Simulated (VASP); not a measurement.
Here is the system:

```
AgCl
1.0
    0.00000     2.76759     2.76759
    2.76759     0.00000     2.76759
    2.76759     2.76759     0.00000
Ag Cl
1 1
Direct
  0.96387   0.96387   0.03613
  0.50000   0.50000   0.50000
```

These are r2SCAN meta-GGA, VASP's PBE PAW potentials (set 64) (plane waves; VASP 6.6.1) values and carry that method's errors. Settings: 480 eV cut-off, 8×8×8 Γ-centred mesh, Gaussian smearing of 0.050 eV, potentials Ag Cl.

Question: Which forces act on the atoms, in eV/Å?

Answer: 
```csv
atom,Fx,Fy,Fz
Ag1,0.000,0.000,0.344
Cl2,0.000,0.000,-0.344
```

Question: Give the stress tensor in GPa (positive for a compressed cell).

Answer: 
```
0.19  0.00  0.00
0.00  0.19  0.00
0.00  0.00  2.35
```
The pressure is its mean diagonal, 0.91 GPa.

The compound is AgCl in the rock salt structure. This cell was strained or had an atom moved on purpose.
